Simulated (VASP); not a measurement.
Calculation: modified Becke-Johnson potential (mBJ), VASP's PBE PAW potentials (set 64) (plane waves; VASP 6.6.1).

Input for VASP

KPOINTS_OPT:
```
k-points along high-symmetry lines
7
Line-mode
Reciprocal
  0.000000   0.000000   0.000000 ! GAMMA
  0.500000   0.000000   0.000000 ! M

  0.500000   0.000000   0.000000 ! M
  0.333333   0.333333   0.000000 ! K

  0.333333   0.333333   0.000000 ! K
  0.000000   0.000000   0.000000 ! GAMMA

  0.000000   0.000000   0.000000 ! GAMMA
  0.000000   0.000000   0.500000 ! A

  0.000000   0.000000   0.500000 ! A
  0.500000   0.000000   0.500000 ! L

  0.500000   0.000000   0.500000 ! L
  0.333333   0.333333   0.500000 ! H

  0.333333   0.333333   0.500000 ! H
  0.000000   0.000000   0.500000 ! A

  0.500000   0.000000   0.500000 ! L
  0.500000   0.000000   0.000000 ! M

  0.333333   0.333333   0.500000 ! H
  0.333333   0.333333   0.000000 ! K
```

INCAR:
```
SYSTEM = N
PREC = Accurate; ENCUT = 500; LREAL = F
LASPH = T
EDIFF = 1E-6; NELM = 300; ALGO = Normal
IMIX = 1; AMIX = 0.1; LMIXTAU = T
ISMEAR = 0; SIGMA = 0.05
METAGGA = MBJ
ISIF = 0
LWAVE = F; LCHARG = F
```

### POSCAR
```
N
14.0250970
  0.2971284569   0.0000000000   0.0000000000
 -0.1485642284   0.2573207888   0.0000000000
  0.0000000000   0.0000000000   0.5000000127
N
4
Cartesian
 -0.0000001486   0.1715472783   0.1646968626
  0.1485643770   0.0857735105   0.3353031501
  0.1485643770   0.0857735105   0.4146968690
 -0.0000001486   0.1715472783   0.0853031437
```

### KPOINTS
```
K-points
0
G
  4 4 4
0 0 0
```

POTCAR, in this order: N (PBE.64 set). Program: vasp_std. Read from the step before: WAVECAR.

What VASP printed:

OSZICAR:
```
...
DAV: 218     0.134705088628E+02    0.79273E-03   -0.31699E-07   168   0.487E-03    0.901E-03
DAV: 219     0.134712863147E+02    0.77745E-03   -0.30386E-07   168   0.477E-03    0.884E-03
DAV: 220     0.134720486083E+02    0.76229E-03   -0.29285E-07   168   0.468E-03    0.866E-03
DAV: 221     0.134727961951E+02    0.74759E-03   -0.28161E-07   168   0.459E-03    0.850E-03
DAV: 222     0.134735293053E+02    0.73311E-03   -0.27002E-07   168   0.449E-03    0.833E-03
DAV: 223     0.134742481969E+02    0.71889E-03   -0.26037E-07   168   0.441E-03    0.817E-03
DAV: 224     0.134749532036E+02    0.70501E-03   -0.24978E-07   168   0.432E-03    0.801E-03
DAV: 225     0.134756445518E+02    0.69135E-03   -0.24032E-07   168   0.424E-03    0.786E-03
DAV: 226     0.134763225190E+02    0.67797E-03   -0.23113E-07   168   0.416E-03    0.771E-03
DAV: 227     0.134769873667E+02    0.66485E-03   -0.22226E-07   168   0.408E-03    0.756E-03
DAV: 228     0.134776393466E+02    0.65198E-03   -0.21374E-07   168   0.400E-03    0.741E-03
DAV: 229     0.134782786942E+02    0.63935E-03   -0.20580E-07   168   0.392E-03    0.727E-03
DAV: 230     0.134789056782E+02    0.62698E-03   -0.19788E-07   168   0.385E-03    0.713E-03
DAV: 231     0.134795205143E+02    0.61484E-03   -0.19053E-07   168   0.377E-03    0.699E-03
DAV: 232     0.134801234556E+02    0.60294E-03   -0.18335E-07   168   0.371E-03    0.686E-03
DAV: 233     0.134807147319E+02    0.59128E-03   -0.17641E-07   168   0.363E-03    0.672E-03
DAV: 234     0.134812945627E+02    0.57983E-03   -0.16982E-07   168   0.357E-03    0.659E-03
DAV: 235     0.134818631908E+02    0.56863E-03   -0.16335E-07   168   0.349E-03    0.646E-03
DAV: 236     0.134824208125E+02    0.55762E-03   -0.15723E-07   168   0.343E-03    0.634E-03
DAV: 237     0.134829676759E+02    0.54686E-03   -0.15116E-07   168   0.336E-03    0.622E-03
DAV: 238     0.134835039564E+02    0.53628E-03   -0.14551E-07   168   0.330E-03    0.610E-03
DAV: 239     0.134840299078E+02    0.52595E-03   -0.13976E-07   168   0.323E-03    0.598E-03
DAV: 240     0.134845456799E+02    0.51577E-03   -0.13454E-07   168   0.317E-03    0.586E-03
DAV: 241     0.134850515308E+02    0.50585E-03   -0.12914E-07   168   0.311E-03    0.575E-03
DAV: 242     0.134855475868E+02    0.49606E-03   -0.12435E-07   168   0.305E-03    0.564E-03
DAV: 243     0.134860341073E+02    0.48652E-03   -0.11931E-07   168   0.299E-03    0.553E-03
DAV: 244     0.134865111988E+02    0.47709E-03   -0.11494E-07   168   0.293E-03    0.542E-03
DAV: 245     0.134869791221E+02    0.46792E-03   -0.11027E-07   168   0.287E-03    0.532E-03
DAV: 246     0.134874379681E+02    0.45885E-03   -0.10630E-07   168   0.282E-03    0.522E-03
DAV: 247     0.134878879979E+02    0.45003E-03   -0.10202E-07   168   0.276E-03    0.511E-03
DAV: 248     0.134883292932E+02    0.44130E-03   -0.98364E-08   168   0.271E-03    0.502E-03
DAV: 249     0.134887621122E+02    0.43282E-03   -0.94445E-08   168   0.266E-03    0.492E-03
DAV: 250     0.134891865334E+02    0.42442E-03   -0.91024E-08   168   0.261E-03    0.482E-03
DAV: 251     0.134896028061E+02    0.41627E-03   -0.87438E-08   168   0.256E-03    0.473E-03
DAV: 252     0.134900110077E+02    0.40820E-03   -0.84224E-08   168   0.251E-03    0.464E-03
DAV: 253     0.134904113747E+02    0.40037E-03   -0.80900E-08   168   0.246E-03    0.455E-03
DAV: 254     0.134908039839E+02    0.39261E-03   -0.77924E-08   168   0.241E-03    0.446E-03
DAV: 255     0.134911890580E+02    0.38507E-03   -0.74870E-08   168   0.237E-03    0.438E-03
DAV: 256     0.134915666743E+02    0.37762E-03   -0.72081E-08   168   0.232E-03    0.429E-03
DAV: 257     0.134919370403E+02    0.37037E-03   -0.69310E-08   168   0.228E-03    0.421E-03
DAV: 258     0.134923002377E+02    0.36320E-03   -0.66670E-08   168   0.223E-03    0.412E-03
DAV: 259     0.134926564564E+02    0.35622E-03   -0.64164E-08   168   0.219E-03    0.405E-03
DAV: 260     0.134930057865E+02    0.34933E-03   -0.61690E-08   168   0.215E-03    0.397E-03
DAV: 261     0.134933483988E+02    0.34261E-03   -0.59420E-08   168   0.211E-03    0.389E-03
DAV: 262     0.134936843936E+02    0.33599E-03   -0.57097E-08   168   0.207E-03    0.382E-03
DAV: 263     0.134940139249E+02    0.32953E-03   -0.55006E-08   168   0.203E-03    0.374E-03
DAV: 264     0.134943370992E+02    0.32317E-03   -0.52850E-08   168   0.199E-03    0.367E-03
DAV: 265     0.134946540575E+02    0.31696E-03   -0.50881E-08   168   0.195E-03    0.360E-03
DAV: 266     0.134949649072E+02    0.31085E-03   -0.48894E-08   168   0.191E-03    0.353E-03
DAV: 267     0.134952697785E+02    0.30487E-03   -0.47059E-08   168   0.188E-03    0.346E-03
DAV: 268     0.134955687778E+02    0.29900E-03   -0.45201E-08   168   0.184E-03    0.340E-03
DAV: 269     0.134958620247E+02    0.29325E-03   -0.43486E-08   168   0.180E-03    0.333E-03
DAV: 270     0.134961496254E+02    0.28760E-03   -0.41790E-08   168   0.177E-03    0.327E-03
DAV: 271     0.134964316893E+02    0.28206E-03   -0.40193E-08   168   0.173E-03    0.320E-03
DAV: 272     0.134967083231E+02    0.27663E-03   -0.38662E-08   168   0.170E-03    0.314E-03
DAV: 273     0.134969796270E+02    0.27130E-03   -0.37184E-08   168   0.167E-03    0.308E-03
DAV: 274     0.134972457079E+02    0.26608E-03   -0.35763E-08   168   0.164E-03    0.302E-03
DAV: 275     0.134975066594E+02    0.26095E-03   -0.34420E-08   168   0.160E-03    0.296E-03
DAV: 276     0.134977625877E+02    0.25593E-03   -0.33123E-08   168   0.158E-03    0.291E-03
DAV: 277     0.134980135809E+02    0.25099E-03   -0.31870E-08   168   0.154E-03    0.285E-03
DAV: 278     0.134982597429E+02    0.24616E-03   -0.30675E-08   168   0.152E-03    0.280E-03
DAV: 279     0.134985011601E+02    0.24142E-03   -0.29508E-08   168   0.148E-03    0.274E-03
DAV: 280     0.134987379304E+02    0.23677E-03   -0.28416E-08   168   0.146E-03    0.269E-03
DAV: 281     0.134989701414E+02    0.23221E-03   -0.27339E-08   168   0.143E-03    0.264E-03
DAV: 282     0.134991978841E+02    0.22774E-03   -0.26302E-08   168   0.140E-03    0.259E-03
DAV: 283     0.134994212458E+02    0.22336E-03   -0.25307E-08   168   0.138E-03    0.254E-03
DAV: 284     0.134996403110E+02    0.21907E-03   -0.24330E-08   168   0.135E-03    0.249E-03
DAV: 285     0.134998551650E+02    0.21485E-03   -0.23406E-08   168   0.132E-03    0.244E-03
DAV: 286     0.135000658865E+02    0.21072E-03   -0.22495E-08   168   0.130E-03    0.239E-03
DAV: 287     0.135002725588E+02    0.20667E-03   -0.21629E-08   168   0.127E-03    0.235E-03
DAV: 288     0.135004752542E+02    0.20270E-03   -0.20805E-08   168   0.125E-03    0.230E-03
DAV: 289     0.135006740557E+02    0.19880E-03   -0.20013E-08   168   0.122E-03    0.226E-03
DAV: 290     0.135008690292E+02    0.19497E-03   -0.19256E-08   168   0.120E-03    0.221E-03
DAV: 291     0.135010602577E+02    0.19123E-03   -0.18512E-08   168   0.118E-03    0.217E-03
DAV: 292     0.135012478017E+02    0.18754E-03   -0.17815E-08   168   0.115E-03    0.213E-03
DAV: 293     0.135014317431E+02    0.18394E-03   -0.17141E-08   168   0.113E-03    0.209E-03
DAV: 294     0.135016121397E+02    0.18040E-03   -0.16492E-08   168   0.111E-03    0.205E-03
DAV: 295     0.135017890710E+02    0.17693E-03   -0.15868E-08   168   0.109E-03    0.201E-03
DAV: 296     0.135019625928E+02    0.17352E-03   -0.15272E-08   168   0.107E-03    0.197E-03
DAV: 297     0.135021327824E+02    0.17019E-03   -0.14686E-08   168   0.105E-03    0.193E-03
DAV: 298     0.135022996938E+02    0.16691E-03   -0.14142E-08   168   0.103E-03    0.189E-03
DAV: 299     0.135024634013E+02    0.16371E-03   -0.13596E-08   168   0.101E-03    0.186E-03
DAV: 300     0.135026239581E+02    0.16056E-03   -0.13080E-08   168   0.987E-04
   1 F= 0.13502624E+02 E0= 0.13502624E+02  d E =-.289276E-18
       N       E                     dE             ncg
       N       E                     dE             ncg
       N       E                     dE             ncg
       N       E                     dE             ncg
       N       E                     dE             ncg
       N       E                     dE             ncg
```

**OUTCAR**
```
------------------------ aborting loop EDIFF was not reached (unconverged)  ----------------------------
  volume of cell :      105.46
      direct lattice vectors                 reciprocal lattice vectors
     4.167255429  0.000000000  0.000000000     0.239966092  0.138544490  0.000000000
    -2.083627715  3.608949022  0.000000000     0.000000000  0.277088979  0.000000000
     0.000000000  0.000000000  7.012548678     0.000000000  0.000000000  0.142601506
 POSITION                                       TOTAL-FORCE (eV/Angst)
 -----------------------------------------------------------------------------------
     -0.00000      2.40597      2.30989        -0.000000     -0.000000      3.771889
      2.08363      1.20298      4.70266         0.000000      0.000000     -3.771889
      2.08363      1.20298      5.81616        -0.000000      0.000000      3.771889
     -0.00000      2.40597      1.19638         0.000000     -0.000000     -3.771889
 -----------------------------------------------------------------------------------
    total drift:                               -0.000810      0.001063      0.000000
  FREE ENERGIE OF THE ION-ELECTRON SYSTEM (eV)
  ---------------------------------------------------
  free  energy   TOTEN  =        13.5026239581 eV

  energy  without entropy=       13.5026239581  energy(sigma->0) =       13.50262396

     CMBJ =    1.0000

     CMBJA=   -0.0120

     CMBJB=    1.0230

     CMBJE=    0.5000

    CMBJ =    1.5345
```
(Selected blocks of OUTCAR.)

### stdout
```
...
DAV: 294     0.135016121397E+02    0.18040E-03   -0.16492E-08   168   0.111E-03    0.205E-03
DAV: 295     0.135017890710E+02    0.17693E-03   -0.15868E-08   168   0.109E-03    0.201E-03
DAV: 296     0.135019625928E+02    0.17352E-03   -0.15272E-08   168   0.107E-03    0.197E-03
DAV: 297     0.135021327824E+02    0.17019E-03   -0.14686E-08   168   0.105E-03    0.193E-03
DAV: 298     0.135022996938E+02    0.16691E-03   -0.14142E-08   168   0.103E-03    0.189E-03
DAV: 299     0.135024634013E+02    0.16371E-03   -0.13596E-08   168   0.101E-03    0.186E-03
DAV: 300     0.135026239581E+02    0.16056E-03   -0.13080E-08   168   0.987E-04

 -----------------------------------------------------------------------------
|                                                                             |
|           W    W    AA    RRRRR   N    N  II  N    N   GGGG   !!!           |
|           W    W   A  A   R    R  NN   N  II  NN   N  G    G  !!!           |
|           W    W  A    A  R    R  N N  N  II  N N  N  G       !!!           |
|           W WW W  AAAAAA  RRRRR   N  N N  II  N  N N  G  GGG   !            |
|           WW  WW  A    A  R   R   N   NN  II  N   NN  G    G                |
|           W    W  A    A  R    R  N    N  II  N    N   GGGG   !!!           |
|                                                                             |
|     The electronic self-consistency was not achieved in the given           |
|     number of steps (NELM). The forces and other quantities evaluated       |
|     might not be reliable so examine the results carefully. If you find     |
|     spurious results, we suggest increasing NELM, if you were close to      |
|     convergence or switching to a different ALGO or adjusting the           |
|     density mixing parameters otherwise.                                    |
|                                                                             |
 -----------------------------------------------------------------------------

   1 F= 0.13502624E+02 E0= 0.13502624E+02  d E =-.289276E-18
 Start KPOINTS_OPT (optional k-point list driver)
k-point batch [1-12\63]
       N       E                     dE             ncg
k-point batch [13-24\63]
       N       E                     dE             ncg
k-point batch [25-36\63]
       N       E                     dE             ncg
k-point batch [37-48\63]
       N       E                     dE             ncg
k-point batch [49-60\63]
       N       E                     dE             ncg
k-point batch [61-63\63]
       N       E                     dE             ncg
```

The run did not converge; its last values are not results.

mBJ is a potential without an energy functional, so only the levels count. Without a dispersion term in the relaxation, distances and binding between the weakly bound layers, chains or molecules are unreliable, and so is what depends on them.

The structure comes from a computed database's N entry (P6_3/mmc); how it stands against other phases isn't given here. It was relaxed first. The k-mesh is coarse (spacing up to 0.44 per Å, 2π included), so the numbers may not be converged in it. The cell's shape comes from a PBE relaxation.
